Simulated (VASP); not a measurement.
```yaml
crystal:
  lattice:
    - [3.96535, 0.00000, 0.00000]
    - [0.00000, 3.96535, 0.00000]
    - [0.00000, 0.00000, 5.43212]
  atoms:
    - { symbol: Sn, position: [0.50000, 0.00000, 0.78345] }
    - { symbol: Sn, position: [0.00000, 0.50000, 0.21655] }
    - { symbol: O, position: [0.50000, 0.50000, 0.00000] }
    - { symbol: O, position: [0.00000, 0.00000, 0.00000] }
```

Method: vdW-DF2, VASP's PBE PAW potentials (set 64) (plane waves; VASP). Settings: 520 eV cut-off, 6×6×5 Γ-centred mesh, tetrahedra with Blöchl corrections, potentials Sn_d O.

Unless said otherwise, spin-orbit coupling is left out, though it shifts the bands of the heavy elements here.

Problem. What does the run give for the energy per atom (σ→0), band gap (on the k-mesh) with the smallest direct gap where there is one?

Solution. 
```json
{
  "band gap (on the k-mesh)": "1.23 eV",
  "smallest direct gap (on the k-mesh)": "1.90 eV",
  "energy per atom (σ→0)": "-3.223 eV/atom"
}
```

The absolute energy has meaning only against runs of the same code, potentials and settings.

The compound is SnO in the litharge structure. It was relaxed first, which changed the volume by +22 %.
